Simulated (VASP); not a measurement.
An input for Quantum ESPRESSO's pw.x (written as the equivalent of a VASP run, and not itself run):

```
&CONTROL
  calculation = 'scf'
  pseudo_dir = './pseudo'
  outdir = './out'
  tprnfor = .true.
  tstress = .true.
/
&SYSTEM
  ibrav = 0
  nat = 2
  ntyp = 2
  ecutwfc = 86
  occupations = 'tetrahedra'
  input_dft = 'pbe'
  vdw_corr = 'grimme-d3'
  dftd3_version = 3
  dftd3_threebody = .false.
/
&ELECTRONS
  conv_thr = 7.3e-09
  electron_maxstep = 100
/
ATOMIC_SPECIES
  Zn 65.380 Zn.upf
  Se 78.971 Se.upf
CELL_PARAMETERS angstrom
     0.0000000    2.8317377    2.8317377
     2.8317377    0.0000000    2.8317377
     2.8317377    2.8317377    0.0000000
ATOMIC_POSITIONS crystal
  Zn   0.0000000  0.0000000  1.0000000
  Se   0.2500000  0.2500000  0.2500000
K_POINTS automatic
  9 9 9 0 0 0
```

### Question
Translate this input to VASP (INCAR, KPOINTS, POSCAR, choice of POTCAR).

### Answer
Several could match; the one computed here: 
**POSCAR**
```
ZnSe
1.0
  0.0000000000   2.8317377414   2.8317377414
  2.8317377414   0.0000000000   2.8317377414
  2.8317377414   2.8317377414   0.0000000000
Zn Se
1 1
Direct
  0.0000000000   0.0000000000   1.0000000000
  0.2500000000   0.2500000000   0.2500000000
```

### KPOINTS
```
kpoints
0
gamma
  9 9 9
```

**INCAR**
```
# general
SYSTEM  = ZnSe
PREC    = Accurate
ENCUT   = 520
LREAL   = .False.
LASPH   = .True.

# electronic loop
EDIFF   = 1E-7
NELM    = 100
ALGO    = Normal
LMAXMIX = 4

# smearing
ISMEAR  = -5

# functional
GGA     = PE
IVDW    = 11

# ions
ISIF    = 2

# output
LWAVE   = .False.
LCHARG  = .True.
LORBIT  = 11
NEDOS   = 601
```

POTCAR, in this order: Zn Se (PBE.64 set). Program: vasp_std.

The two are equivalent in intent, not identical: the potentials are each code's own (VASP's PAW set, PseudoDojo norm-conserving files in pw.x), so ENCUT and ecutwfc are chosen apart and not converted; conv_thr bounds pw.x's estimated SCF error, while EDIFF bounds the energy change between steps.

The compound is ZnSe in the zinc blende structure. It was relaxed first.
